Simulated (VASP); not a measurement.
```xyz
8
Lattice="2.9854 -4.2243 0.0000 2.9854 4.2243 0.0000 0.0000 0.0000 2.9917" Properties=species:S:1:pos:R:3 pbc="T T T"
Mg     2.9854     0.0000     0.0000
Mg     4.4780    -2.1122     1.4959
Mg     4.4780     2.1122     1.4959
Zn     5.9707     0.0000     0.0000
O      2.9854     2.0883     2.9917
O      2.9854    -2.0883     2.9917
O      4.4473     0.0000     1.4959
O      1.5234     0.0000     1.4959
```

Level of theory: PBEsol GGA, VASP's PBE PAW potentials (set 64) (plane waves; VASP). Settings: 520 eV cut-off, 6×6×9 Γ-centred mesh, Gaussian smearing of 0.010 eV, potentials Mg Zn O.

Task: Predict the energy per atom (σ→0), band gap (on the k-mesh) with the smallest direct gap where there is one.

Result: 
```
Property                                      Value
-----------------------------------  --------------
band gap (on the k-mesh)                    3.32 eV
smallest direct gap (on the k-mesh)         3.34 eV
energy per atom (σ→0)                -5.882 eV/atom
```

Only differences to runs with the same potentials and settings are physical.

The structure comes from a computed database's Mg3ZnO4 entry (Cmmm); how it stands against other phases isn't given here. It was relaxed first.
